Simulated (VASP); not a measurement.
Data:

```
ZnSe
1.0
    0.00000     2.92449     2.92449
    2.92449     0.00000     2.92449
    2.92449     2.92449     0.00000
Zn Se
1 1
Direct
  0.00000   0.00000   0.00000
  0.25000   0.25000   0.25000
```

All values below come from PBE GGA, VASP's PBE PAW potentials (set 64) (plane waves; VASP 6.6.1). Run with 480 eV cut-off, 8×8×8 Γ-centred mesh, Gaussian smearing of 0.050 eV, potentials Zn Se.

Problem. Give the stress tensor in GPa (positive for a compressed cell).

Solution. 
```
-2.84   0.00   0.00
 0.00  -2.84   0.00
 0.00   0.00  -2.84
```
The pressure is its mean diagonal, -2.84 GPa.

The compound is ZnSe in the zinc blende structure. This cell was strained or had an atom moved on purpose.
